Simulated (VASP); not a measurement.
# Si2Sb2Te: relaxation of cell and atoms with PBE

The system is Si2Sb2Te.

```
CELL_PARAMETERS angstrom
-2.07700 6.16200 3.00900
2.07700 -6.16200 3.00900
2.07700 6.16200 -3.00900
ATOMIC_POSITIONS crystal
Si 0.67709 0.00847 0.66861
Si 0.33986 0.00847 0.33139
Sb 0.08824 0.23795 0.85029
Sb 0.38766 0.23795 0.14971
Te 0.75706 0.25706 0.50000
```

The cell was built by a generator and needn't be a form met in nature.

```json
{
 "Program": "VASP 6.6.1",
 "Task": "relaxation of cell and atoms",
 "Functional": "PBE",
 "Potentials or basis": "VASP PAW PBE potentials, release 64 (Si, Sb, Te)",
 "Cutoff": "520 eV",
 "k mesh": "8 × 8 × 8",
 "Occupations": "gaussian, width 0.1 eV",
 "Spin": "no spin polarisation",
 "Further INCAR settings": "ALGO = Normal; EDIFF = 1e-06; IBRION = 2; EDIFFG = -0.01; NSW = 90; ISIF = 3"
}
```

* Relaxed volume: 30.71 Å³/atom
* Relaxed cell: a = 7.169 Å, b = 7.169 Å, c = 7.169 Å, α = 146.64°, β = 61.38°, γ = 130.07°
* Space group after relaxing (to 0.05 Å): Imm2 (No. 44)
* Energy gained by relaxing: 0.8 meV/atom
* Ionic steps: 6
* Pressure after relaxing: 0.0 GPa
* Largest force after relaxing: 0.009 eV/Å
* Band gap on the k mesh: 0.11 eV, indirect (least direct gap 0.34 eV)

Forces on the atoms (eV/Å):
```
Si   0.000 -0.006 -0.004
Si   0.000  0.006 -0.004
Sb   0.000  0.009 -0.001
Sb   0.000 -0.009 -0.001
Te   0.000  0.000  0.008
```

The path:
```tsv
step	energy change (eV)	largest force (eV/Å)	pressure (GPa)	volume (Å³)
1	0.0000	0.0655	-0.01	154.04
2	-0.0029	0.0491	-0.08	154.01
3	-0.0034	0.0594	-0.13	153.98
4	-0.0039	0.0221	0.06	153.35
5	-0.0040	0.0188	0.02	153.48
6	-0.0040	0.0091	0.00	153.55
```

Final structure:
```
Si Sb Te
1.0
    -2.05768    6.16525    3.02593
     2.05768   -6.16525    3.02593
     2.05768    6.16525   -3.02593
Si Sb Te
2 2 1
Direct
  0.67784 0.00944 0.66840
  0.34104 0.00944 0.33160
  0.08742 0.23681 0.85061
  0.38619 0.23681 0.14939
  0.75743 0.25743 0.50000
```

Levels at points of the mesh, in eV from the valence-band top:
| k point | band 9 | band 10 | band 11 | band 12 | band 13 | band 14 | band 15 | band 16 |
| --- | --- | --- | --- | --- | --- | --- | --- | --- |
| (0.00, 0.00, 0.00) | -2.00 | -0.63 | -0.16 | 0.00 | 0.72 | 1.09 | 1.59 | 2.08 |
| (0.50, 0.00, 0.00) | -1.97 | -1.88 | -1.23 | -0.51 | 0.24 | 1.16 | 1.86 | 2.52 |
| (0.00, 0.50, 0.00) | -3.18 | -2.44 | -1.15 | -1.12 | 0.47 | 1.97 | 2.44 | 2.72 |
| (0.50, 0.50, 0.00) | -3.15 | -2.75 | -2.12 | -1.50 | 0.41 | 0.72 | 1.80 | 2.24 |
| (0.50, 0.50, 0.50) | -2.52 | -2.21 | -1.26 | -0.07 | 0.27 | 0.77 | 1.44 | 2.23 |

Wall time 3.8 min on 4 MPI ranks on AMD EPYC 9R45 96-Core Processor (Zen 5) (shared host), peak memory 0.57 GiB a rank.

Caveat: spin-orbit coupling is left out, which moves the levels of the heavy elements. A k mesh can miss the band edges.
